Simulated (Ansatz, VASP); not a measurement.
# Ni (Ni(100)) in two plane-wave programs, part 3 of 3

Aim: how closely do two programs agree when they are given the same cell, functional and k mesh? The cell is taken from a series of runs on this material, whose earlier steps may have relaxed, scaled, displaced or heated it; both programs get it as it stands.

VASP 6.6.1 and Ansatz 0.2.0.

So far: Ansatz: single point, LDA; VASP: single point, LDA; Comparison; Ansatz: single point, PBEsol; VASP: single point, PBEsol; Side by side.

**8. Ansatz: single point, RPBE**

Level of this step: Ansatz beside VASP: Kohn-Sham DFT, plane waves, RPBE (Ansatz).

With cell and atoms fixed, the geometry can't cause a difference; cores, projectors, grids and the points listed under the comparison can.

The cell is taken from a series of runs on this material, whose earlier steps may have relaxed, scaled, displaced or heated it; both programs get it as it stands.

Contents of input.yaml:

```yaml
crystal:
  lattice:
    - [2.4890158698, 0.0, 0.0]
    - [0.0, 2.4890158698, 0.0]
    - [0.0, 0.0, 28.32]
  atoms:
    - { symbol: Ni, position: [0.0, 0.0, 0.2847496412], spin: 0.7 }
    - { symbol: Ni, position: [0.5, 0.5, 0.3444416338], spin: 0.7 }
    - { symbol: Ni, position: [0.0, 0.0, 0.4068885177], spin: 0.7 }
    - { symbol: Ni, position: [0.5, 0.5, 0.4689265537], spin: 0.7 }
    - { symbol: Ni, position: [0.0, 0.0, 0.5310734463], spin: 0.7 }
    - { symbol: Ni, position: [0.5, 0.5, 0.5931114643], spin: 0.7 }
    - { symbol: Ni, position: [0.0, 0.0, 0.6555583162], spin: 0.7 }
    - { symbol: Ni, position: [0.5, 0.5, 0.7152502679], spin: 0.7 }
magnetization:
  spin_polarized: true
hamiltonian:
  xc: rpbe
kpoints:
  mp_grid: { grid: [14, 14, 1] }
scf:
  occupations: { method: methfessel_paxton, width: 0.1 }
  convergence: { dr2_threshold: 1.0e-09 }
efield:
  axis: 3
  dipole_correction: true
output:
  write_potential: true
  write_density: true
  volumetric_format: npy
```

On the command line:

```console
ansatz run input.yaml --threads 4 --pin off --max-ram 8192MiB --backend cpu --events-out ev --progress --plain --runs-dir out
```

Numbers of over 12 decimals in the logs are rounded to 6 here.

The log of the run:

```text
[...]
Crystal: 8 atoms, lattice volume = 175.448 Å³
Basis set: ecut = 420 eV, 3383 PW (Γ)
Bands: 90, of which v1, the nominal top of the filled ones, is band 72 counted from 1 (71 counted from 0)
Symmetry: 8 space group operations
k-points: 36 of 196
[...]
k-point 1 ↑: bands = [... 68 lower, 5.7872, 5.8065, 5.9656, 5.9790, 6.0027, 6.0971, 6.1116, 6.1174, ... 14 higher]
  k-point 2 ↑: bands = [... 68 lower, 5.7180, 5.7452, 5.8198, 5.9320, 5.9571, 6.0479, 6.1378, 6.1955, ... 14 higher]
  k-point 35 ↓: bands = [... 68 lower, 7.1788, 7.1788, 7.4078, 7.4078, 9.5000, 9.5000, 10.5796, 10.5796, ... 14 higher]
[key lines of the parts left out:]
SCF converged after 29 iterations
Magnetization: 5.1985 μB (74.5992 up, 69.4008 down)
Free energy (F): -46756.298020 eV
Fermi energy:    6.766021 eV
Dipole field:    D = 0.000022 V/Å  (p = 0.000021 e·Å, saw-weighted, corrected)
Work function:   Φ+ = 4.7355 eV   Φ− = 4.7362 eV
```

**9. VASP: single point, RPBE**

The same cell, functional, mesh and smearing now go to VASP, with its own data sets.

Contents of INCAR:

```
SYSTEM = Ni
PREC = Accurate
ENCUT = 520
EDIFF = 1E-06
NELM = 200
ISMEAR = 1
SIGMA = 0.1
LREAL = .FALSE.
ALGO = Normal
GGA = RP
NBANDS = 57
ISPIN = 2
MAGMOM = 0.75 0.69 0.68 0.67 0.67 0.68 0.69 0.75
LASPH = .TRUE.
LMAXMIX = 4
LORBIT = 11
LWAVE = .FALSE.
LCHARG = .FALSE.
ISIF = 2
LDIPOL = .TRUE.
IDIPOL = 3
DIPOL = 0.5 0.5 0.5
LVHAR = .TRUE.
GGA_COMPAT = .FALSE.
NELMDL = -8
KPAR = 2
```

Contents of POSCAR:

```
Ni
1.0
    2.4890158698      0.0000000000      0.0000000000
    0.0000000000      2.4890158698      0.0000000000
    0.0000000000      0.0000000000     28.3200000000
Ni
8
Direct
    0.0000000000      0.0000000000      0.2847496866
    0.5000000000      0.5000000000      0.3444416588
    0.0000000000      0.0000000000      0.4068885267
    0.5000000000      0.5000000000      0.4689265537
    0.0000000000      0.0000000000      0.5310734463
    0.5000000000      0.5000000000      0.5931114733
    0.0000000000      0.0000000000      0.6555583412
    0.5000000000      0.5000000000      0.7152503134
```

Contents of KPOINTS:

```
Automatic mesh
0
Gamma
14 14 1
0 0 0
```

Potentials, in the order of the species: Ni (PBE family, release 64).

On the command line:

```console
mpirun -np 2 vasp_std
```

The log of the run:

```text
[... set-up lines as in an earlier step ...]
 entering main loop
       N       E                     dE             d eps       ncg     rms          rms(c)
DAV:   1     0.615826950984E+03    0.61583E+03   -0.35549E+04  8216   0.169E+03
DAV:   2     0.112901144523E+02   -0.60454E+03   -0.56855E+03  8208   0.354E+02
DAV:   3    -0.437334709315E+02   -0.55024E+02   -0.50241E+02  8746   0.143E+02
DAV:   4    -0.449853737242E+02   -0.12519E+01   -0.12466E+01  9116   0.240E+01
[...]
DAV:  40    -0.380534265812E+02   -0.59192E-05   -0.19576E-06  5965   0.163E-02    0.585E-03
DAV:  41    -0.380534278563E+02   -0.12751E-05   -0.47028E-07  5744   0.515E-03    0.643E-03
DAV:  42    -0.380534281034E+02   -0.24712E-06   -0.10928E-07  5411   0.327E-03
   1 F= -.38053428E+02 E0= -.38053981E+02  d E =0.165753E-02  mag=     5.1065
```

OUTCAR, selected parts (step 9):

```text
  Total        1.6502249      1.6502249      2.6989792      0.0000000      0.0000000     -0.0000000
  in kB       15.0697185     15.0697185     24.6468567      0.0000000      0.0000000     -0.0000000
  external PRESSURE =      18.2620979 kB  Pullay stress =       0.0000000 kB

 POSITION                                       TOTAL-FORCE (eV/Angst)
 -----------------------------------------------------------------------------------
      0.00000      0.00000      8.06411         0.000000     -0.000000     -0.240631
      1.24451      1.24451      9.75459         0.000000     -0.000000      0.022031
      0.00000      0.00000     11.52308         0.000000     -0.000000     -0.003687
      1.24451      1.24451     13.28000         0.000000     -0.000000      0.019465
      0.00000      0.00000     15.04000         0.000000      0.000000     -0.019465
      1.24451      1.24451     16.79692         0.000000      0.000000      0.003687
      0.00000      0.00000     18.56541         0.000000     -0.000000     -0.022031
      1.24451      1.24451     20.25589         0.000000     -0.000000      0.240631
 -----------------------------------------------------------------------------------
    total drift:                               -0.000000     -0.000000      0.000000

  FREE ENERGIE OF THE ION-ELECTRON SYSTEM (eV)
  ---------------------------------------------------
  free  energy   TOTEN  =       -38.0534281034 eV

  energy  without entropy=      -38.0550856347  energy(sigma->0) =      -38.05398061

 magnetization (x)
# of ion       s       p       d       tot
------------------------------------------
    1       -0.005  -0.023   0.746   0.718
    2       -0.008  -0.028   0.682   0.646
    3       -0.008  -0.028   0.670   0.634
    4       -0.008  -0.028   0.660   0.624
    5       -0.008  -0.028   0.660   0.624
    6       -0.008  -0.028   0.670   0.634
    7       -0.008  -0.028   0.682   0.646
    8       -0.005  -0.023   0.746   0.718
--------------------------------------------------
tot         -0.059  -0.215   5.518   5.245

[... 2 parts as in an earlier step ...]

[... 1 further part left out ...]
[key lines of the parts left out:]
E-fermi :   2.4097
```

**10. Comparison**

What differs besides the data sets and the points named for the pairs above, as far as they apply: the data sets hold 144 valence electrons in Ansatz (on its default PAW (the set named soft_2) files) and 80 in VASP. Total energies have different zeros and are not compared.

Both answers:

```
                                   quantity  Ansatz  VASP  difference
                          total moment (μB)    5.20  5.11       +0.09
                         moment on Ni1 (μB)    0.75  0.72       +0.04
                         moment on Ni8 (μB)    0.75  0.72       +0.04
                         moment on Ni7 (μB)    0.69  0.65       +0.04
                         moment on Ni2 (μB)    0.69  0.65       +0.04
                         moment on Ni6 (μB)    0.68  0.63       +0.04
                         moment on Ni3 (μB)    0.68  0.63       +0.04
                         moment on Ni4 (μB)    0.67  0.62       +0.04
                         moment on Ni5 (μB)    0.67  0.62       +0.04
 work function, lower of the two faces (eV)    4.74  4.72       +0.02
work function, higher of the two faces (eV)    4.74  4.72       +0.02
```

With vacuum in the cell, a pressure given here is an average over mostly empty space and none of the material.

**11. What came out**

| Item | Value |
| --- | --- |
| difference in work function, higher of the two faces (single point, LDA) | 0.016 eV |
| difference in work function, higher of the two faces (single point, PBEsol) | 0.017 eV |
| difference in work function, higher of the two faces (single point, RPBE) | 0.021 eV |

In words: The difference in work function, higher of the two faces is 0.016 eV (single point, LDA). The data sets hold unlike numbers of valence electrons (144 in Ansatz and 80 in VASP), so part of the differences comes from the potentials. How closely two codes agree says nothing of how well the functional describes the real material.

[Lines on the potential files, build, host, timing and source positions are cut from VASP's logs without a mark.]

[Logs are printed without paths, hosts, clocks, repeated set-up lines and the standing remarks that a program may print on its own settings, such as how far it seeks lower states.]

[Hosts, paths, dates, database ids (printed as entryN), source tags and the programs' standing remarks are cut or masked in the printed files.]
